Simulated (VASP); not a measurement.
An input for Quantum ESPRESSO's pw.x (written as the equivalent of a VASP run, and not itself run):

```
&CONTROL
  calculation = 'vc-relax'
  pseudo_dir = './pseudo'
  outdir = './out'
  tprnfor = .true.
  tstress = .true.
  nstep = 60
  forc_conv_thr = 0.00039
/
&SYSTEM
  ibrav = 0
  nat = 2
  ntyp = 2
  ecutwfc = 102
  occupations = 'smearing'
  smearing = 'methfessel-paxton'
  degauss = 0.00735
  input_dft = 'pz'
/
&ELECTRONS
  conv_thr = 7.3e-08
  electron_maxstep = 100
/
&IONS
/
&CELL
/
ATOMIC_SPECIES
  Cd 112.414 Cd.upf
  O 15.999 O.upf
CELL_PARAMETERS angstrom
     0.0000000    2.3273082    2.3273082
     2.3273082    0.0000000    2.3273082
     2.3273082    2.3273082    0.0000000
ATOMIC_POSITIONS crystal
  Cd   0.0000000  0.0000000  0.0000000
  O    0.5000000  0.5000000  0.5000000
K_POINTS automatic
  12 12 12 0 0 0
```

Translate this input to VASP (INCAR, KPOINTS, POSCAR, choice of POTCAR).

Several could match; the one computed here: 
INCAR:
```
EDIFF = 1E-6   # SCF stop (eV)
PREC = Accurate
EDIFFG = -0.01   # ionic stop
ISIF = 3   # ions, shape and volume
LREAL = .False.   # projection in real space or not
LMAXMIX = 4   # l cut-off of mixed one-centre charges
LCHARG = .False.
SYSTEM = CdO
NELM = 100
NSW = 60   # most ionic steps
ENCUT = 520
ALGO = Normal   # blocked Davidson
IBRION = 2   # conjugate gradients
LASPH = .True.   # aspherical one-centre terms
LWAVE = .False.
SIGMA = 0.1
ISMEAR = 1   # Methfessel-Paxton
```

KPOINTS:
```
Automatic mesh
0
G
12 12 12
0 0 0
```

POSCAR:
```
CdO
1
    0.0000000000     2.3273081826     2.3273081826
    2.3273081826     0.0000000000     2.3273081826
    2.3273081826     2.3273081826     0.0000000000
Cd O
1 1
Direct
  0.0000000000   0.0000000000   0.0000000000
  0.5000000000   0.5000000000   0.5000000000
```

POTCAR, in this order: Cd O (LDA.64 set). Program: vasp_std.

Limits of the translation: the potentials are each code's own (VASP's PAW set, PseudoDojo norm-conserving files in pw.x), so ENCUT and ecutwfc are chosen apart and not converted; conv_thr bounds pw.x's estimated SCF error, while EDIFF bounds the energy change between steps; forc_conv_thr acts on force components and is met together with etot_conv_thr.

The structure comes from a computed database's CdO entry (Fm-3m); how it stands against other phases isn't given here. It was relaxed first. The start is the result of an earlier pass.
